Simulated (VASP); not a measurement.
Runs of VASP 6.6.1 on CdTe. It takes space group F-43m (No. 216, cubic). Conventional cell: a = 6.481 Å, b = 6.481 Å, c = 6.481 Å, α = 90.00°, β = 90.00°, γ = 90.00°. Cd (site symmetry -43m) is surrounded by 4 Te at 2.81 Å. Around Te (site symmetry -43m) lie 4 Cd at 2.81 Å. The cell was built by a generator and isn't the measured one.

| level | potentials or basis | further INCAR settings | pressure (GPa) | moment (μB) |
| --- | --- | --- | --- | --- |
| LDA | VASP PAW LDA potentials, release 64 (Cd, Te) | ALGO = Fast; EDIFF = 1e-07 | -1.2 | 0.00 |
| r2SCAN | VASP PAW PBE potentials, release 64 (Cd, Te) | ALGO = Normal; EDIFF = 1e-07 | 1.7 | 0.00 |
| TB-mBJ | VASP PAW PBE potentials, release 64 (Cd, Te) | ALGO = Normal; EDIFF = 1e-07 | - | 0.00 |
| PBE | VASP PAW PBE potentials, release 64 (Cd, Te) | ALGO = Fast; EDIFF = 1e-07 | (a) | 0.00 |

Alike in all rows: task single point; spin non-collinear, zero start, SOC; cell as given; k mesh 8 × 8 × 8; cutoff (eV) 520; smearing gaussian 0.02 eV.

Fill in the values left out.

(a) 2.7.

Caveats: the PAW data sets were made with another functional, which shifts forces and pressure a little (some runs).
